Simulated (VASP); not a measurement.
Output of a VASP run:

OUTCAR:
```
 ion  position               nearest neighbor table
   1  0.000  0.000  0.000-
   2  0.500  0.500  0.500-
  LATTYP: Found a face centered cubic cell.
 ALAT       =     3.9615221870
 Subroutine PRICEL returns:
 Original cell was already a primitive cell.
 Subroutine GETGRP returns: Found 48 space group operations
The static configuration has the point symmetry O_h .
The dynamic configuration has the point symmetry O_h .
 Subroutine INISYM returns: Found 48 space group operations
 Subroutine IBZKPT returns following result:
 Found     56 irreducible k-points:

 Following reciprocal coordinates:
            Coordinates               Weight
  0.000000  0.000000  0.000000      1.000000
  0.090909  0.000000  0.000000      8.000000
  0.181818  0.000000  0.000000      8.000000
  0.272727  0.000000  0.000000      8.000000
  0.363636  0.000000  0.000000      8.000000
  0.454545  0.000000  0.000000      8.000000
  0.090909  0.090909  0.000000      6.000000
  0.181818  0.090909  0.000000     24.000000
  0.272727  0.090909  0.000000     24.000000
  0.363636  0.090909  0.000000     24.000000
  0.454545  0.090909  0.000000     24.000000
 -0.454545  0.090909  0.000000     24.000000
 -0.363636  0.090909  0.000000     24.000000
 -0.272727  0.090909  0.000000     24.000000
 -0.181818  0.090909  0.000000     24.000000
 -0.090909  0.090909  0.000000     12.000000
  0.181818  0.181818  0.000000      6.000000
  0.272727  0.181818  0.000000     24.000000
  0.363636  0.181818  0.000000     24.000000
  0.454545  0.181818  0.000000     24.000000
 -0.454545  0.181818  0.000000     24.000000
 -0.363636  0.181818  0.000000     24.000000
 -0.272727  0.181818  0.000000     24.000000
 -0.181818  0.181818  0.000000     12.000000
  0.272727  0.272727  0.000000      6.000000
  0.363636  0.272727  0.000000     24.000000
  0.454545  0.272727  0.000000     24.000000
 -0.454545  0.272727  0.000000     24.000000
 -0.363636  0.272727  0.000000     24.000000
 -0.272727  0.272727  0.000000     12.000000
  0.363636  0.363636  0.000000      6.000000
  0.454545  0.363636  0.000000     24.000000
 -0.454545  0.363636  0.000000     24.000000
 -0.363636  0.363636  0.000000     12.000000
  0.454545  0.454545  0.000000      6.000000
 -0.454545  0.454545  0.000000     12.000000
  0.272727  0.181818  0.090909     24.000000
  0.363636  0.181818  0.090909     48.000000
  0.454545  0.181818  0.090909     48.000000
 -0.454545  0.181818  0.090909     48.000000
   k-points           NKPTS =     56   k-points in BZ     NKDIM =     56   number of bands    NBANDS=      6
   number of dos      NEDOS =    301   number of ions     NIONS =      2
   total plane-waves  NPLWV =  13824
   dimension x,y,z NGX =    24 NGY =   24 NGZ =   24
   dimension x,y,z NGXF=    48 NGYF=   48 NGZF=   48
   ions per type =               1   1
   PREC   = accura    normal or accurate (medium, high low for compatibility)
   ISTART =      0    job   : 0-new  1-cont  2-samecut
   ICHARG =      2    charge: 1-file 2-atom 10-const
   ISPIN  =      1    spin polarized calculation?
   LNONCOLLINEAR =      F non collinear calculations
   LSORBIT =      F    spin-orbit coupling
   INIWAV =      1    electr: 0-lowe 1-rand  2-diag
   ENCUT  =  520.0 eV  38.22 Ry    6.18 a.u.   5.21  5.21  5.21*2*pi/ulx,y,z
   NELM   =    100;   NELMIN=  2; NELMDL= -5     # of ELM steps
   EDIFF  = 0.1E-06   stopping-criterion for ELM
   LREAL  =      F    real-space projection
   NLSPLINE    = F    spline interpolate recip. space projectors
   LMAXMIX     =    2 max onsite mixed and CHGCAR
   VOSKOWN=      0    Vosko Wilk Nusair interpolation
   EDIFFG = 0.1E-05   stopping-criterion for IOM
   NSW    =      0    number of steps for IOM
   NBLOCK =      1;   KBLOCK =      1    inner block; outer block
   IBRION =     -1    ionic relax: 0-MD 1-quasi-New 2-CG
...
```

### OSZICAR
```
       N       E                     dE             d eps       ncg     rms          rms(c)
DAV:   1    -0.832663145900E+00   -0.83266E+00   -0.15098E+03   690   0.602E+02
DAV:   2    -0.560147438607E+01   -0.47688E+01   -0.46896E+01   960   0.688E+01
DAV:   3    -0.570659278371E+01   -0.10512E+00   -0.10512E+00   798   0.918E+00
DAV:   4    -0.570979411719E+01   -0.32013E-02   -0.32013E-02   930   0.959E-01
DAV:   5    -0.570980102020E+01   -0.69030E-05   -0.69030E-05   816   0.531E-02    0.307E+00
DAV:   6    -0.550310239728E+01    0.20670E+00   -0.18786E-01   762   0.202E+00    0.153E+00
DAV:   7    -0.543730553947E+01    0.65797E-01   -0.24186E-01   888   0.251E+00    0.239E-01
DAV:   8    -0.543966920445E+01   -0.23637E-02   -0.65168E-03   774   0.720E-01    0.500E-02
DAV:   9    -0.543963208921E+01    0.37115E-04   -0.37754E-04  1002   0.114E-01    0.107E-02
DAV:  10    -0.543962891498E+01    0.31742E-05   -0.10339E-05   774   0.303E-02    0.369E-03
DAV:  11    -0.543962865860E+01    0.25638E-06   -0.79349E-07   858   0.833E-03    0.922E-04
DAV:  12    -0.543962788131E+01    0.77729E-06   -0.24620E-08   516   0.205E-03    0.799E-04
DAV:  13    -0.543962819230E+01   -0.31099E-06   -0.37743E-08   462   0.151E-03    0.739E-05
DAV:  14    -0.543962822805E+01   -0.35747E-07   -0.15937E-09   336   0.446E-04
   1 F= -.54396282E+01 E0= -.54396282E+01  d E =-.251531E-12
```

### OUTCAR
```
------------------------ aborting loop because EDIFF is reached ----------------------------------------
  FORCE on cell =-STRESS in cart. coord.  units (eV):
  Direction    XX          YY          ZZ          XY          YZ          ZX
  --------------------------------------------------------------------------------------
  Total        0.1094073      0.1094073      0.1094073     -0.0000000      0.0000000     -0.0000000
  in kB       11.2779638     11.2779638     11.2779638     -0.0000000      0.0000000     -0.0000000
  external PRESSURE =      11.2779638 kB  Pullay stress =       0.0000000 kB
  volume of cell :       15.54
      direct lattice vectors                 reciprocal lattice vectors
     0.000000000  1.980761093  1.980761093    -0.252428221  0.252428221  0.252428221
     1.980761093  0.000000000  1.980761093     0.252428221 -0.252428221  0.252428221
     1.980761093  1.980761093  0.000000000     0.252428221  0.252428221 -0.252428221
  FREE ENERGIE OF THE ION-ELECTRON SYSTEM (eV)
  ---------------------------------------------------
  free  energy   TOTEN  =        -5.4396282280 eV

  energy  without entropy=       -5.4396282280  energy(sigma->0) =       -5.43962823
```
(Selected blocks of OUTCAR.)

**POSCAR**
```
LiH
1
    0.0000000000     1.9807610935     1.9807610935
    1.9807610935     0.0000000000     1.9807610935
    1.9807610935     1.9807610935     0.0000000000
Li H
1 1
Direct
  0.0000000000   0.0000000000   0.0000000000
  0.5000000000   0.5000000000   0.5000000000
```

### Question
Write an INCAR and KPOINTS that could have produced this output.

### Answer
Several could match; the one computed here: the input of the run itself, rev-vdW-DF2, plane waves, VASP's PBE PAW potentials (set 64).

**KPOINTS**
```
Automatic mesh
0
Gamma
11 11 11
0 0 0
```

**INCAR**
```
SYSTEM = LiH
PREC = Accurate; ENCUT = 520; LREAL = .FALSE.
LASPH = .TRUE.
EDIFF = 1E-7; NELM = 100; ALGO = Normal
ISMEAR = 0; SIGMA = 0.05
GGA = MK; LUSE_VDW = .TRUE.; AGGAC = 0.0
PARAM1 = 0.1234568; PARAM2 = 0.7114; ZAB_VDW = -1.8867
ISIF = 2
LWAVE = .FALSE.; LCHARG = .FALSE.
```

POTCAR, in this order: Li_sv H (PBE.64 set). Program: vasp_std.

The compound is LiH in the rock salt structure. This cell is one point of a volume scan, at 0.97 of the reference volume.
